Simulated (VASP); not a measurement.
Method: LDA (Ceperley-Alder, Perdew-Zunger), VASP's LDA PAW potentials (set 64) (plane waves; VASP).

Input for VASP

**INCAR**
```
ALGO  =  Normal
EDIFF  =  1E-6
ENCUT  =  400
ISIF  =  2
ISMEAR  =  0
LASPH  =  .TRUE.
LCHARG  =  .FALSE.
LMAXMIX  =  4
LREAL  =  .FALSE.
LWAVE  =  .FALSE.
NELM  =  100
PREC  =  Accurate
SIGMA  =  0.01
SYSTEM  =  Cs2O2
```

### KPOINTS
```
K-points
0
gamma
  7 7 7
```

File POSCAR:
```
Cs2O2
1
   -2.2188600000     3.2959330000     3.8695220000
    2.2188600000    -3.2959330000     3.8695220000
    2.2188600000     3.2959330000    -3.8695220000
Cs O
2 2
Direct
  0.2535600000   0.2535600000   0.0000000000
  0.7464400000   0.7464400000   0.0000000000
  0.6172000000   0.0000000000   0.6172000000
  0.3828000000   0.0000000000   0.3828000000
```

POTCAR, in this order: Cs_sv O (LDA.64 set). Program: vasp_std.

Output

### OSZICAR
```
       N       E                     dE             d eps       ncg     rms          rms(c)
DAV:   1     0.192906828093E+03    0.19291E+03   -0.11999E+04  2432   0.111E+03
DAV:   2    -0.687109801983E+01   -0.19978E+03   -0.19463E+03  3514   0.240E+02
DAV:   3    -0.212066190548E+02   -0.14336E+02   -0.14289E+02  3147   0.763E+01
DAV:   4    -0.213473723819E+02   -0.14075E+00   -0.14063E+00  3426   0.804E+00
DAV:   5    -0.213481647675E+02   -0.79239E-03   -0.79230E-03  3140   0.596E-01    0.969E+00
DAV:   6    -0.180517673566E+02    0.32964E+01   -0.10059E+01  3488   0.255E+01    0.370E+00
DAV:   7    -0.178526597592E+02    0.19911E+00   -0.15406E+00  2948   0.695E+00    0.241E+00
DAV:   8    -0.177506809341E+02    0.10198E+00   -0.64770E-01  2818   0.515E+00    0.119E+00
DAV:   9    -0.177222638305E+02    0.28417E-01   -0.36227E-01  3117   0.306E+00    0.592E-01
DAV:  10    -0.177207125522E+02    0.15513E-02   -0.10778E-01  2870   0.158E+00    0.354E-01
DAV:  11    -0.177177659325E+02    0.29466E-02   -0.18108E-02  2987   0.702E-01    0.431E-02
DAV:  12    -0.177178785409E+02   -0.11261E-03   -0.12991E-03  3152   0.176E-01    0.229E-02
DAV:  13    -0.177178802025E+02   -0.16616E-05   -0.11120E-04  2815   0.532E-02    0.816E-03
DAV:  14    -0.177178816444E+02   -0.14419E-05   -0.14468E-05  2955   0.209E-02    0.292E-03
DAV:  15    -0.177178820317E+02   -0.38734E-06   -0.90094E-07  2186   0.550E-03
   1 F= -.17717882E+02 E0= -.17717882E+02  d E =-.208161E-11
```

### OUTCAR
```
------------------------ aborting loop because EDIFF is reached ----------------------------------------
  FORCE on cell =-STRESS in cart. coord.  units (eV):
  Direction    XX          YY          ZZ          XY          YZ          ZX
  --------------------------------------------------------------------------------------
  Total       -4.1890569     -5.0489617     -4.6269151     -0.0000000      0.0000000      0.0000000
  in kB      -59.2927042    -71.4639583    -65.4902313     -0.0000000      0.0000000      0.0000000
  external PRESSURE =     -65.4156313 kB  Pullay stress =       0.0000000 kB
  volume of cell :      113.19
      direct lattice vectors                 reciprocal lattice vectors
    -2.218860000  3.295933000  3.869522000     0.000000000  0.151702113  0.129214926
     2.218860000 -3.295933000  3.869522000     0.225340941  0.000000000  0.129214926
     2.218860000  3.295933000 -3.869522000     0.225340941  0.151702113  0.000000000
 POSITION                                       TOTAL-FORCE (eV/Angst)
 -----------------------------------------------------------------------------------
      0.00000      0.00000      1.96231         0.000000      0.000000      0.297425
      0.00000      0.00000      5.77673        -0.000000      0.000000     -0.297425
      0.00000      4.06850      0.00000         0.000000     -1.123527     -0.000000
      0.00000      2.52337      0.00000        -0.000000      1.123527      0.000000
 -----------------------------------------------------------------------------------
    total drift:                                0.000000      0.000000     -0.000000
  FREE ENERGIE OF THE ION-ELECTRON SYSTEM (eV)
  ---------------------------------------------------
  free  energy   TOTEN  =       -17.7178820317 eV

  energy  without entropy=      -17.7178820317  energy(sigma->0) =      -17.71788203
```
(Selected blocks of OUTCAR.)

At this cut-off the stress carries a Pulay error, which pulls relaxed volumes low.

The structure comes from a computed database's Cs2O2 entry (Immm); how it stands against other phases isn't given here. The cell was not relaxed at this level. The run is one of a series of settings (GGA removed, POTCAR Cs_sv O (LDA.64 set) against the base run), some of them coarse on purpose.
